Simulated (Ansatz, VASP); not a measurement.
# TaN: VASP beside Ansatz, part 2 of 2

Aim: how closely do two programs agree when they are given the same cell, functional and k mesh? The structure shown is the end of the Ansatz relaxation below.

VASP 6.6.1 and Ansatz 0.2.0.

So far. Step 3 (VASP: single point, PBEsol, pair 1): The run ends at a pressure of -18.28 GPa.

**6. VASP: single point, PBEsol, pair 2**

Level of this step: PBEsol; plane waves and PAW (N, Ta_pv) (VASP).

The same cell, functional, mesh and smearing now go to VASP, with its own data sets.

Contents of INCAR:

```
SYSTEM = TaN
PREC = Accurate
ENCUT = 600
EDIFF = 1E-06
NELM = 120
ISMEAR = 1
SIGMA = 0.2
LREAL = .FALSE.
ALGO = Normal
GGA = PS
NBANDS = 14
LASPH = .TRUE.
LORBIT = 11
LWAVE = .FALSE.
LCHARG = .FALSE.
ISIF = 2
GGA_COMPAT = .FALSE.
KPAR = 2
```

Contents of POSCAR:

```
TaN
1.0
    2.9138080325      0.0000000000      0.0000000000
   -1.4569040163      2.5234317779      0.0000000000
    0.0000000000      0.0000000000      2.9280187862
N Ta
1 1
Direct
    0.6666666677      0.3333333323      0.0000000000
    0.0000000010      0.9999999990      0.5000000000
```

Contents of KPOINTS:

```
Automatic mesh
0
Gamma
18 18 16
0 0 0
```

PAW data sets: N and Ta_pv (PBE family, release 64).

Launch:

```bash
> mpirun -np 2 vasp_std
```

Numbers of over 12 decimals in the logs are rounded to 6 here.

Log:

```text
[banner, memory and clock lines left out]
running    2 mpi-ranks, on    1 nodes
[...]
[... a notice as in an earlier step ...]

 LDA part: xc-table for (Slater+PW92), standard interpolation
 POSCAR, INCAR and KPOINTS ok, starting setup
[...]
entering main loop
       N       E                     dE             d eps       ncg     rms          rms(c)
DAV:   1     0.103193588120E+03    0.10319E+03   -0.98703E+03  9324   0.134E+03
DAV:   2    -0.224801100092E+02   -0.12567E+03   -0.11901E+03 11346   0.345E+02
DAV:   3    -0.261121403222E+02   -0.36320E+01   -0.36064E+01 10872   0.579E+01
DAV:   4    -0.261315943684E+02   -0.19454E-01   -0.19451E-01 10956   0.444E+00
[...]
DAV:  10    -0.237894603330E+02    0.10231E-03   -0.52586E-04 12540   0.280E-01    0.138E-01
DAV:  11    -0.237894238915E+02    0.36441E-04   -0.60552E-05 10722   0.800E-02    0.122E-02
DAV:  12    -0.237894240006E+02   -0.10912E-06   -0.38323E-06 11844   0.192E-02
   1 F= -.23789424E+02 E0= -.23789510E+02  d E =0.259447E-03
```

Parts of OUTCAR (step 6):

```text
  Total        0.0878737      0.0878737     -1.9356108     -0.0000000      0.0000000      0.0000000
  in kB        6.5394787      6.5394787   -144.0463483     -0.0000000      0.0000000      0.0000000
  external PRESSURE =     -43.6557969 kB  Pullay stress =       0.0000000 kB

 POSITION                                       TOTAL-FORCE (eV/Angst)
 -----------------------------------------------------------------------------------
      1.45690      0.84114      0.00000        -0.000000      0.000000      0.000000
     -1.45690      2.52343      1.46401         0.000000      0.000000      0.000000
 -----------------------------------------------------------------------------------
    total drift:                               -0.000004      0.000002      0.000000

  FREE ENERGIE OF THE ION-ELECTRON SYSTEM (eV)
  ---------------------------------------------------
  free  energy   TOTEN  =       -23.7894240006 eV

  energy  without entropy=      -23.7896834472  energy(sigma->0) =      -23.78951048

[... 1 part as in an earlier step ...]

[... 2 further parts left out ...]
[key lines of the parts left out:]
E-fermi :   8.0465
```

The run ends at a pressure of -4.37 GPa.

**7. Side by side**

What differs besides the data sets and the points named for the pairs above, as far as they apply: the data sets hold 18 valence electrons in Ansatz (on its PAW soft_1 files) and 16 in VASP. Total energies have different zeros and are not compared.

Compared:

```
      quantity  Ansatz   VASP  difference
pressure (GPa)   -5.09  -4.37       -0.72
```

**8. Ansatz: relaxation, PBEsol**

This run makes the geometry at which the two programs are then compared. The cell compared in this pair holds 21.67 Å³, against 21.53 Å³ for the pair before.

The structure compared here is the end of the Ansatz relaxation.

Contents of input.yaml:

```yaml
crystal:
  lattice:
    - [2.9138080325, 0.0, 0.0]
    - [-1.4569040163, 2.5234317779, 0.0]
    - [0.0, 0.0, 2.9567248527]
  atoms:
    - { symbol: "N", position: [0.6666666677, 0.3333333323, 0.0] }
    - { symbol: Ta, position: [-1.0e-09, 1.0e-09, 0.5] }
kpoints:
  mp_grid: { grid: [18, 18, 16] }
hamiltonian:
  xc: pbesol
  pseudopotentials: { kind: paw, azcp: { folder: soft_1 }, xc_functional: pbe }
scf:
  occupations: { method: methfessel_paxton, width: 0.2 }
output:
  forces: true
  stress: true
  eigenvalues: true
relax:
  adjacent_minimum: "off"
  f_tol: 0.001
  max_steps: 60
  cell: { stress_tol: 0.01, fix: [c, angles] }
```

Launch:

```bash
> ansatz run input.yaml --threads 4 --pin off --max-ram 10240MiB --backend cpu --events-out ev --progress --plain --runs-dir out
```

Log:

```text
[...]
Crystal: 2 atoms, lattice volume = 21.740 Å³
Basis set: ecut = 420 eV, 405 PW (Γ), exchange–correlation on 40×40×40 points (8 copies of the dense FFT grid, shifted against one another)
Bands: 13, of which v1, the nominal top of the filled ones, is band 9 counted from 1 (8 counted from 0)
Symmetry: 4 space group operations
k-points: 819 of 5184 (time reversal used)
[...]
k-point 818: bands = [... 5 lower, 12.5548, 13.6153, 14.4210, 19.3420, 23.9352, 25.3849, 25.5535, 26.9253]
--- Relaxed structure (4 steps of the walk, 3 accepted, 2 SCFs on fresh bases) ---
[...]
cell:  # Å, volume = 21.6708 Å³
    - [2.909154, 2.8821439792219905e-11, 0.0]
    - [-1.454577, 2.519401, 0.0]
    - [0.0, 0.0, 2.9567248527]
  atoms:
    - { symbol: N, position: [0.666667, 0.333333, 0.0] }
    - { symbol: Ta, position: [-5.590379724900615e-10, 5.590379677764063e-10, 0.5] }
[key lines of the parts left out:]
SCF converged after 4 iterations
Free energy (F): -10188.514644 eV
Fermi energy:    19.786406 eV
P = ⅓ Tr σ = -7.4509 GPa (-74.509 kbar)
```

**9. VASP: single point, PBEsol, pair 3**

The same cell, functional, mesh and smearing now go to VASP, with its own data sets.

INCAR is that of step 6.

Contents of POSCAR:

```
TaN
1.0
    2.9091541280      0.0000000000      0.0000000000
   -1.4545770640      2.5194013784      0.0000000000
    0.0000000000      0.0000000000      2.9567248527
N Ta
1 1
Direct
    0.6666666672      0.3333333328      0.0000000000
    0.0000000005      0.9999999995      0.5000000000
```

KPOINTS is that of step 6.

Launch:

```bash
> mpirun -np 2 vasp_std
```

Log:

```text
[... set-up lines as in an earlier step ...]
 entering main loop
       N       E                     dE             d eps       ncg     rms          rms(c)
DAV:   1     0.102926733754E+03    0.10293E+03   -0.97804E+03  9324   0.133E+03
DAV:   2    -0.224349173502E+02   -0.12536E+03   -0.11862E+03 11280   0.346E+02
DAV:   3    -0.260972786021E+02   -0.36624E+01   -0.36359E+01 11028   0.581E+01
DAV:   4    -0.261168236466E+02   -0.19545E-01   -0.19541E-01 10802   0.449E+00
[...]
DAV:  10    -0.237657436299E+02    0.10994E-03   -0.51643E-04 12540   0.276E-01    0.134E-01
DAV:  11    -0.237657098457E+02    0.33784E-04   -0.58511E-05 10704   0.780E-02    0.113E-02
DAV:  12    -0.237657099593E+02   -0.11358E-06   -0.35100E-06 11886   0.188E-02
   1 F= -.23765710E+02 E0= -.23765784E+02  d E =0.222961E-03
```

Parts of OUTCAR (step 9):

```text
  Total        0.0843586      0.0843586     -2.9134940      0.0000000      0.0000000      0.0000000
  in kB        6.2368435      6.2368435   -215.4019901      0.0000000      0.0000000      0.0000000
  external PRESSURE =     -67.6427677 kB  Pullay stress =       0.0000000 kB

 POSITION                                       TOTAL-FORCE (eV/Angst)
 -----------------------------------------------------------------------------------
      1.45458      0.83980      0.00000        -0.000000      0.000000      0.000000
     -1.45458      2.51940      1.47836         0.000000      0.000000      0.000000
 -----------------------------------------------------------------------------------
    total drift:                               -0.000002      0.000001     -0.000000

  FREE ENERGIE OF THE ION-ELECTRON SYSTEM (eV)
  ---------------------------------------------------
  free  energy   TOTEN  =       -23.7657099593 eV

  energy  without entropy=      -23.7659329201  energy(sigma->0) =      -23.76578428

[... 1 part as in an earlier step ...]

[... 2 further parts left out ...]
[key lines of the parts left out:]
E-fermi :   7.9742
```

The run ends at a pressure of -6.76 GPa.

**10. Differences**

What differs besides the data sets and the points named for the pairs above, as far as they apply: the data sets hold 18 valence electrons in Ansatz (on its PAW soft_1 files) and 16 in VASP. Total energies have different zeros and are not compared.

Compared:

```
      quantity  Ansatz   VASP  difference
pressure (GPa)   -7.45  -6.76       -0.69
```

**11. Summary of results**

```json
{
 "difference in pressure (single point, PBEsol, pair 1)": "-0.54 GPa",
 "difference in pressure (single point, PBEsol, pair 2)": "-0.72 GPa",
 "difference in pressure (single point, PBEsol, pair 3)": "-0.69 GPa"
}
```

The difference in pressure is -0.72 GPa (single point, PBEsol, pair 2), within the 1 GPa picked in this series as the mark of a large difference. The data sets hold unlike numbers of valence electrons (18 in Ansatz and 16 in VASP), so part of the differences comes from the potentials. 5 further runs of this series are not shown here. How closely two codes agree says nothing of how well the functional describes the real material.

[Lines on the potential files, build, host, timing and source positions are cut from VASP's logs without a mark.]

[Logs are printed without paths, hosts, clocks, repeated set-up lines and the standing remarks that a program may print on its own settings, such as how far it seeks lower states.]

[Hosts, paths, dates, database ids (printed as entryN), source tags and the programs' standing remarks are cut or masked in the printed files.]
